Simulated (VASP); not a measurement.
Method: PBEsol GGA, VASP's PBE PAW potentials (set 64) (plane waves; VASP).

VASP input:

### INCAR
```
ALGO = Normal
EDIFF = 1E-7
ENCUT = 600
GGA = PS
ISIF = 2
ISMEAR = 0
LASPH = T
LCHARG = F
LREAL = F
LWAVE = F
NELM = 100
PREC = Accurate
SIGMA = 0.05
SYSTEM = MgO
```

POSCAR:
```
MgO
1
    0.0000000000     2.1050000000     2.1050000000
    2.1050000000     0.0000000000     2.1050000000
    2.1050000000     2.1050000000     0.0000000000
Mg O
1 1
Direct
  0.0000000000   0.0000000000   0.0000000000
  0.5000000000   0.5000000000   0.5000000000
```

KPOINTS:
```
Automatic mesh
0
Gamma
10 10 10
0 0 0
```

POTCAR, in this order: Mg O (PBE.64 set). Program: vasp_std.

Output of the run:

### OSZICAR
```
       N       E                     dE             d eps       ncg     rms          rms(c)
DAV:   1     0.188183427912E+02    0.18818E+02   -0.52459E+03   840   0.100E+03
DAV:   2    -0.133557700328E+02   -0.32174E+02   -0.30665E+02   936   0.155E+02
DAV:   3    -0.138990886170E+02   -0.54332E+00   -0.54332E+00   952   0.231E+01
DAV:   4    -0.138998637325E+02   -0.77512E-03   -0.77512E-03   976   0.821E-01
DAV:   5    -0.138998650834E+02   -0.13508E-05   -0.13508E-05  1032   0.236E-02    0.666E+00
DAV:   6    -0.125543198562E+02    0.13455E+01   -0.87451E+00   752   0.207E+01    0.224E+00
DAV:   7    -0.125289461366E+02    0.25374E-01   -0.41379E-02   776   0.259E+00    0.128E+00
DAV:   8    -0.125154905618E+02    0.13456E-01   -0.20751E-02   784   0.222E+00    0.148E-01
DAV:   9    -0.125153899946E+02    0.10057E-03   -0.35757E-04  1072   0.173E-01    0.722E-02
DAV:  10    -0.125154297175E+02   -0.39723E-04   -0.53241E-05   768   0.850E-02    0.390E-03
DAV:  11    -0.125154295863E+02    0.13114E-06   -0.15966E-06  1032   0.934E-03    0.188E-03
DAV:  12    -0.125154296920E+02   -0.10563E-06   -0.58200E-08   480   0.297E-03    0.279E-04
DAV:  13    -0.125154296902E+02    0.17148E-08   -0.16108E-09   472   0.535E-04
   1 F= -.12515430E+02 E0= -.12515430E+02  d E =-.588192E-20
```

File OUTCAR:
```
------------------------ aborting loop because EDIFF is reached ----------------------------------------
  FORCE on cell =-STRESS in cart. coord.  units (eV):
  Direction    XX          YY          ZZ          XY          YZ          ZX
  --------------------------------------------------------------------------------------
  Total       -0.0282360     -0.0282360     -0.0282360     -0.0000000      0.0000000     -0.0000000
  in kB       -2.4250856     -2.4250856     -2.4250856     -0.0000000      0.0000000     -0.0000000
  external PRESSURE =      -2.4250856 kB  Pullay stress =       0.0000000 kB
  volume of cell :       18.65
      direct lattice vectors                 reciprocal lattice vectors
     0.000000000  2.105000000  2.105000000    -0.237529691  0.237529691  0.237529691
     2.105000000  0.000000000  2.105000000     0.237529691 -0.237529691  0.237529691
     2.105000000  2.105000000  0.000000000     0.237529691  0.237529691 -0.237529691
  FREE ENERGIE OF THE ION-ELECTRON SYSTEM (eV)
  ---------------------------------------------------
  free  energy   TOTEN  =       -12.5154296902 eV

  energy  without entropy=      -12.5154296902  energy(sigma->0) =      -12.51542969
```
(Selected blocks of OUTCAR.)

The compound is MgO in the rock salt structure. The cell was not relaxed at this level.
